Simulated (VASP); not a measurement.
A VASP calculation is set up with these files.

POSCAR:
```
HgS
1
    0.0000000000     2.9439770387     2.9439770387
    2.9439770387     0.0000000000     2.9439770387
    2.9439770387     2.9439770387     0.0000000000
Hg S
1 1
Direct
  0.0000000000   0.0000000000   0.0000000000
  0.2500000000   0.2500000000   0.2500000000
```

### INCAR
```
GGA = PS
LMAXMIX = 6
ALGO = Normal   ! blocked Davidson
ISIF = 2   ! forces and stress, cell fixed
ISMEAR = 1   ! Methfessel-Paxton
NELM = 100   ! most electronic steps
SIGMA = 0.1
ENCUT = 480   ! plane-wave cut-off (eV)
PREC = Accurate
LASPH = .TRUE.   ! aspherical one-centre terms
LCHARG = .FALSE.
LWAVE = .FALSE.
EDIFF = 1E-7
SYSTEM = HgS
LREAL = .FALSE.   ! projection in real space or not
```

### KPOINTS
```
Automatic mesh
0
Gamma
10 10 10
0 0 0
```

POTCAR, in this order: Hg S (PBE.64 set). Program: vasp_std.

Q: Translate this PBEsol calculation to Quantum ESPRESSO's pw.x.

A: One equivalent input (not run):
```
&CONTROL
  calculation = 'scf'
  pseudo_dir = './pseudo'
  outdir = './out'
  tprnfor = .true.
  tstress = .true.
/
&SYSTEM
  ibrav = 0
  nat = 2
  ntyp = 2
  ecutwfc = 66
  occupations = 'smearing'
  smearing = 'methfessel-paxton'
  degauss = 0.00735
  input_dft = 'pbesol'
/
&ELECTRONS
  conv_thr = 7.3e-09
  electron_maxstep = 100
/
ATOMIC_SPECIES
  Hg 200.592 Hg.upf
  S 32.060 S.upf
CELL_PARAMETERS angstrom
     0.0000000    2.9439770    2.9439770
     2.9439770    0.0000000    2.9439770
     2.9439770    2.9439770    0.0000000
ATOMIC_POSITIONS crystal
  Hg   0.0000000  0.0000000  0.0000000
  S    0.2500000  0.2500000  0.2500000
K_POINTS automatic
  10 10 10 0 0 0
```
The two are equivalent in intent, not identical: the potentials are each code's own (VASP's PAW set, PseudoDojo norm-conserving files in pw.x), so ENCUT and ecutwfc are chosen apart and not converted; conv_thr bounds pw.x's estimated SCF error, while EDIFF bounds the energy change between steps.

The compound is HgS in the zinc blende structure, metacinnabar; cinnabar is the stable form. It was relaxed first.
